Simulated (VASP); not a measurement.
Output of a VASP run:

File OUTCAR:
```
 ion  position               nearest neighbor table
   1  0.000  0.000  0.000-   2 2.40   3 2.40   3 2.40   2 2.40   3 2.40   2 2.40
   2  0.333  0.667  0.230-   1 2.40   1 2.40   1 2.40
   3  0.667  0.333  0.770-   1 2.40   1 2.40   1 2.40
  LATTYP: Found a hexagonal cell.
 ALAT       =     3.6108004088
 C/A-ratio  =     1.4237286524
 Subroutine PRICEL returns:
 Original cell was already a primitive cell.
 Subroutine GETGRP returns: Found 12 space group operations
The static configuration has the point symmetry D_3d.
The dynamic configuration has the point symmetry D_3d.
 Subroutine INISYM returns: Found 12 space group operations
 Subroutine IBZKPT returns following result:
 Found      1 irreducible k-points:

 Following reciprocal coordinates:
            Coordinates               Weight
  0.000000  0.000000  0.000000      1.000000
   k-points           NKPTS =      1   k-points in BZ     NKDIM =      1   number of bands    NBANDS=     15
   number of dos      NEDOS =    301   number of ions     NIONS =      3
   total plane-waves  NPLWV =  20736
   dimension x,y,z NGX =    24 NGY =   24 NGZ =   36
   dimension x,y,z NGXF=    48 NGYF=   48 NGZF=   72
   ions per type =               1   2
   PREC   = accura    normal or accurate (medium, high low for compatibility)
   ISTART =      0    job   : 0-new  1-cont  2-samecut
   ICHARG =      2    charge: 1-file 2-atom 10-const
   ISPIN  =      1    spin polarized calculation?
   LNONCOLLINEAR =      F non collinear calculations
   LSORBIT =      F    spin-orbit coupling
   INIWAV =      1    electr: 0-lowe 1-rand  2-diag
   ENCUT  =  400.0 eV  29.40 Ry    5.42 a.u.   5.89  5.89  8.38*2*pi/ulx,y,z
   NELM   =    100;   NELMIN=  2; NELMDL= -5     # of ELM steps
   EDIFF  = 0.1E-05   stopping-criterion for ELM
   LREAL  =      F    real-space projection
   NLSPLINE    = F    spline interpolate recip. space projectors
   LMAXMIX     =    6 max onsite mixed and CHGCAR
   VOSKOWN=      0    Vosko Wilk Nusair interpolation
   EDIFFG = 0.1E-04   stopping-criterion for IOM
   NSW    =      0    number of steps for IOM
   NBLOCK =      1;   KBLOCK =      1    inner block; outer block
   IBRION =     -1    ionic relax: 0-MD 1-quasi-New 2-CG
   NFREE  =      0    steps in history (QN), initial steepest desc. (CG)
   ISIF   =      2    stress and relaxation
   ISYM   =      2    0-nonsym 1-usesym 2-fastsym
   TEIN   =    0.0    initial temperature
   TEBEG  =    0.0;   TEEND  =   0.0 temperature during run
   SMASS  =  -3.00    Nose mass-parameter (am)
   PSTRESS=    0.0 pullay stress
   NELECT =      22.0000    total number of electrons
   EFERMI =   0.00;   METHOD = LEGACY
   ISMEAR =     0;   SIGMA  =   0.05  broadening in eV -4-tet -1-fermi 0-gaus
   IALGO  =     38    algorithm
   LDIAG  =      T    sub-space diagonalisation (order eigenvalues)
   IMIX   =      4    mixing-type and parameters
     AMIX     =   0.40;   BMIX     =  1.00
     AMIX_MAG =   1.60;   BMIX_MAG =  1.00
     AMIN     =   0.10
   GGA     = PE    functional components
   VOSKOWN =     0    Vosko Wilk Nusair interpolation
   LHFCALC =     F    Hartree Fock is set to
   LHFONE  =     F    Hartree Fock one center treatment
   AEXX    =    0.0000 exact exchange contribution
   IVDW    =     0    specifies the selected vdW correction
   LEPSILON=     F    determine dielectric tensor
   LRPA    =     F    only Hartree local field effects (RPA)
  energy-cutoff  :      400.00
  volume of cell :       58.05
      direct lattice vectors                 reciprocal lattice vectors
     1.805400000 -3.127045000  0.000000000     0.276946937 -0.159895364  0.000000000
     1.805400000  3.127045000  0.000000000     0.276946937  0.159895364  0.000000000
     0.000000000  0.000000000  5.140800000     0.000000000  0.000000000  0.194522253
 k-point     1 :   0.0000 0.0000 0.0000  plane waves:    1043
 maximum number of plane-waves:      1043
```

File OSZICAR:
```
       N       E                     dE             d eps       ncg     rms          rms(c)
DAV:   1     0.106184429580E+03    0.10618E+03   -0.89285E+03    30   0.100E+03
DAV:   2    -0.725062858532E+01   -0.11344E+03   -0.11204E+03    44   0.227E+02
DAV:   3    -0.117767701186E+02   -0.45261E+01   -0.45157E+01    30   0.466E+01
DAV:   4    -0.118452927500E+02   -0.68523E-01   -0.68513E-01    44   0.654E+00
DAV:   5    -0.118463969691E+02   -0.11042E-02   -0.11042E-02    30   0.768E-01    0.182E+01
DAV:   6    -0.947502135229E+01    0.23714E+01   -0.11165E+01    30   0.267E+01    0.931E+00
DAV:   7    -0.926605645026E+01    0.20896E+00   -0.13041E+00    37   0.969E+00    0.564E+00
DAV:   8    -0.924406614212E+01    0.21990E-01   -0.14450E-01    37   0.272E+00    0.149E+00
DAV:   9    -0.924640549439E+01   -0.23394E-02   -0.17334E-02    37   0.113E+00    0.476E-01
DAV:  10    -0.924669124894E+01   -0.28575E-03   -0.19539E-03    30   0.339E-01    0.211E-01
DAV:  11    -0.924674483608E+01   -0.53587E-04   -0.38304E-04    30   0.144E-01    0.785E-02
DAV:  12    -0.924672885038E+01    0.15986E-04   -0.35422E-05    30   0.465E-02    0.151E-02
DAV:  13    -0.924674261603E+01   -0.13766E-04   -0.16115E-05    30   0.303E-02    0.155E-02
DAV:  14    -0.924674285563E+01   -0.23960E-06   -0.31709E-07    29   0.440E-03
   1 F= -.92467429E+01 E0= -.92467429E+01  d E =-.175947E-12
```

**OUTCAR**
```
------------------------ aborting loop because EDIFF is reached ----------------------------------------
  FORCE on cell =-STRESS in cart. coord.  units (eV):
  Direction    XX          YY          ZZ          XY          YZ          ZX
  --------------------------------------------------------------------------------------
  Total        0.4307535      0.4307536     10.8649028     -0.0000000      0.0000000     -0.0000000
  in kB       11.8897060     11.8897096    299.8942601     -0.0000000      0.0000000     -0.0000000
  external PRESSURE =     107.8912252 kB  Pullay stress =       0.0000000 kB
  volume of cell :       58.05
      direct lattice vectors                 reciprocal lattice vectors
     1.805400000 -3.127045000  0.000000000     0.276946937 -0.159895364  0.000000000
     1.805400000  3.127045000  0.000000000     0.276946937  0.159895364  0.000000000
     0.000000000  0.000000000  5.140800000     0.000000000  0.000000000  0.194522253
 POSITION                                       TOTAL-FORCE (eV/Angst)
 -----------------------------------------------------------------------------------
      0.00000      0.00000      0.00000        -0.000000      0.000000      0.000000
      1.80540      1.04235      1.18238         0.000000     -0.000000     -1.713199
      1.80540     -1.04235      3.95842        -0.000000      0.000000      1.713199
 -----------------------------------------------------------------------------------
    total drift:                               -0.000000     -0.000000      0.000000
  FREE ENERGIE OF THE ION-ELECTRON SYSTEM (eV)
  ---------------------------------------------------
  free  energy   TOTEN  =        -9.2467428556 eV

  energy  without entropy=       -9.2467428556  energy(sigma->0) =       -9.24674286
```
(Selected blocks of OUTCAR.)

File POSCAR:
```
PtS2
1
    1.8054000000    -3.1270450000     0.0000000000
    1.8054000000     3.1270450000     0.0000000000
    0.0000000000     0.0000000000     5.1408000000
Pt S
1 2
Direct
  0.0000000000   0.0000000000   0.0000000000
  0.3333330000   0.6666670000   0.2300000000
  0.6666670000   0.3333330000   0.7700000000
```

Question: Write an INCAR and KPOINTS that could have produced this output.

Answer: One answer among several that fit: the input of the run itself, PBE GGA, plane waves, VASP's PBE PAW potentials (set 64).

### INCAR
```
SYSTEM = PtS2
PREC = Accurate
ENCUT = 400
EDIFF = 1E-6
NELM = 100
ALGO = Normal
LREAL = .FALSE.
LASPH = .TRUE.
ISMEAR = 0
SIGMA = 0.05
GGA = PE
LMAXMIX = 6
LWAVE = .FALSE.
LCHARG = .FALSE.
ISIF = 2
```

### KPOINTS
```
kpoints
0
G
  1 1 1
```

POTCAR, in this order: Pt S (PBE.64 set). Program: vasp_std.

The compound is PtS2 in the 1T layered structure. The cell was not relaxed at this level. The k-mesh is coarse (spacing up to 2.01 per Å, 2π included), so the numbers may not be converged in it.
